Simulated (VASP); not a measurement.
Level of theory: SCAN meta-GGA, VASP's PBE PAW potentials (set 64) (plane waves; VASP).

The input files of a VASP run:

POSCAR:
```
C
1
    0.0000000000     1.7414225419     1.7414225419
    1.7414225419     0.0000000000     1.7414225419
    1.7414225419     1.7414225419     0.0000000000
C
2
Direct
  0.0000000000   0.0000000000   0.0000000000
  0.2500000000   0.2500000000   0.2500000000
```

### KPOINTS
```
K-points
0
gamma
  13 13 13
```

**INCAR**
```
ALGO  =  Normal
EDIFF  =  1E-7
ENCUT  =  520
ISIF  =  2
ISMEAR  =  0
LASPH  =  .True.
LCHARG  =  .False.
LMIXTAU  =  .True.
LREAL  =  .False.
LWAVE  =  .False.
METAGGA  =  SCAN
NELM  =  100
PREC  =  Accurate
SIGMA  =  0.05
SYSTEM  =  C
```

POTCAR, in this order: C (PBE.64 set). Program: vasp_std.

Q: What does the run give for the energy per atom (σ→0), pressure?

A: 
| Quantity | Value |
|---|---|
| energy per atom (σ→0) | -9.972 eV/atom |
| pressure | 32.04 GPa |

### OSZICAR
```
...
DAV:  13    -0.199431816100E+02   -0.32535E-03   -0.73632E-04  1568   0.414E-01    0.978E-03
DAV:  14    -0.199432174542E+02   -0.35844E-04   -0.38574E-05  1424   0.986E-02    0.381E-03
DAV:  15    -0.199432130520E+02    0.44022E-05   -0.10872E-06  1400   0.186E-02    0.174E-03
DAV:  16    -0.199432201117E+02   -0.70596E-05   -0.10309E-06  1672   0.156E-02    0.694E-04
DAV:  17    -0.199432183616E+02    0.17500E-05   -0.88043E-08   944   0.508E-03    0.290E-04
DAV:  18    -0.199432187199E+02   -0.35826E-06   -0.65460E-09   672   0.112E-03    0.146E-04
DAV:  19    -0.199432188005E+02   -0.80587E-07   -0.39268E-10   672   0.284E-04
   1 F= -.19943219E+02 E0= -.19943219E+02  d E =-.152448E-10
```

The compound is C in the diamond structure. This cell is one point of a volume scan, at 0.94 of the reference volume.
